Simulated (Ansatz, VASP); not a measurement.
## One calculation of InGe2O2, two programs

```xyz
5
Lattice="4.0089 0.0000 0.0000 -2.0045 3.4718 0.0000 0.0000 0.0000 6.5120" Properties=species:S:1:pos:R:3 pbc="T T T"
In    0.0000    0.0000    0.0000
Ge    2.0045    1.1573    2.3473
Ge    0.0000    2.3146    4.1647
O     2.0045    1.1573    4.7620
O     0.0000    2.3146    1.7500
```

Change from the starting cell: species swapped into the NdAl2Ge2 type (P-3m1, No. 164).

Alike in both runs: task single point; functional PBE; k mesh 6 × 6 × 4; occupations gaussian, width 0.1 eV; no spin polarisation.

|  | VASP | Ansatz |
| --- | --- | --- |
| version | VASP 6.6.1 | Ansatz 0.2.0 |
| potentials or method | VASP PAW PBE potentials, release 64 (In_d, Ge_d, O) | scalar-relativistic, plane waves, PAW |
| plane-wave cutoff (eV) | 520 | 420 |
| valence electrons in the cell | 53 | 53 |

|  | VASP | Ansatz | Ansatz less VASP |
| --- | --- | --- | --- |
| gap on the k mesh at the Fermi level (eV) | none | none | - |
| pressure (GPa) | -0.7 | -0.7 | +0.02 |
| largest component of the traceless stress (GPa) | 2.19 | 2.18 | -0.010 |
| rms of the force components (eV/Å) | 0.262 | 0.266 | +0.0035 |

Atom by atom the forces differ by 0.005 eV/Å (rms over components). A gap of «none» marks a metal or a gap that the smearing closes.

Caveats: an odd number of electrons without spin polarisation forces a metal; a magnetic or distorted state may lie lower.
